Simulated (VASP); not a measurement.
```yaml
crystal:
  lattice:
    - [4.34351, 0.00000, 0.00000]
    - [-2.17175, 3.76159, 0.00000]
    - [0.00000, 0.00000, 10.75133]
  atoms:
    - { symbol: Sn, position: [0.33333, 0.66667, 0.82548] }
    - { symbol: Sn, position: [0.66667, 0.33333, 0.17452] }
    - { symbol: Ge, position: [0.00000, 0.00000, 0.50000] }
    - { symbol: Te, position: [0.33333, 0.66667, 0.34935] }
    - { symbol: Te, position: [0.66667, 0.33333, 0.65065] }
    - { symbol: Te, position: [0.00000, 0.00000, 0.00000] }
```

Method: PBEsol GGA, VASP's PBE PAW potentials (set 64) (plane waves; VASP). Settings: 400 eV cut-off, 9×9×4 Γ-centred mesh, tetrahedra with Blöchl corrections, potentials Sn_d Ge_d Te.

Unless said otherwise, spin-orbit coupling is left out, though it shifts the bands of the heavy elements here.

Predict the energy per atom (σ→0), band gap (on the k-mesh) with the smallest direct gap where there is one.

band gap (on the k-mesh): 0.04 eV
smallest direct gap (on the k-mesh): 0.04 eV
energy per atom (σ→0): -406.4 kJ/mol of atoms

The structure comes from a computed database's Sn2GeTe3 entry (P-3m1); how it stands against other phases isn't given here. It was relaxed first, which changed the volume by -6 %.
